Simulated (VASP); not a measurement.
**Sn: energy against strain**

Sn (diamond, Fd-3m, 33.957 Å³/atom and stress up to 0.08 GPa in the relaxed cell, cube axes along x, y and z) under an equal strain ε along x and y, with z held. LDA in VASP (plane waves, PAW), 480 eV, 8×8×8 Γ-centred mesh, Methfessel-Paxton smearing 0.10 eV; ions are relaxed, or left where forces stay under 0.02 eV/Å, within the symmetry of each cell.

Here s stands for strain and y for E less E0.

```
strain (%)  E less E0 (meV/atom)
----------  --------------------
-3.00                          ?
-1.50                       4.94
-1.00                       2.10
-0.50                       0.46
0.00                        0.00
0.50                        0.64
1.00                        2.30
1.50                        4.91
```

Q: Fit y against s with a parabola, and predict the withheld value at s = -3.00.

A: Least squares gives y = 0.005 + 0.0350·s + 2.1881·s². Residuals (row less fit): 0.064, -0.058, -0.075, -0.005, 0.070, 0.072, -0.071; standard error 0.084 (degrees of freedom: 4). Twice the quadratic coefficient over the volume, 2 × 2.1881 meV × 10⁴ × 0.1602 / 33.957 Å³, is the elastic constants 2(C11 + C12) = 206 ± 3 GPa (± standard error of the fit, which holds the terms cut off). At the withheld row, y = 0.005 + 0.0350 × (-3.0) + 2.1881 × (-3.0)² = 19.593 meV/atom. The calculation gives 20.68 meV/atom, 1.087 meV/atom above the prediction (5.3 % of the range of y in the table). The row lies outside the fitted rows, so this is an extrapolation. From the scatter of the fitted rows alone, a prediction at this place has a standard error of 0.321 meV/atom, so the miss is 3.4 times that.

A polynomial of degree 3 through the 12 other runs of the series gives 20.90 there, so most of the miss is curvature that the fit leaves out. This level leaves no gap over 0.05 eV at strain -3.00, -1.50, -1.00, -0.50, 0.00, 0.50, 1.00, 1.50 %. Sn is here grey tin, stable below 13 °C. Rows are the converged runs of the series near zero and its far end; series whose fitted rows scatter by over a few per cent of the range, as at a crossing or softening among them, aren't shown in this form, nor equations of state whose B0' disagrees with the runs' pressures. Most that stay on the fit to the last digits aren't either.
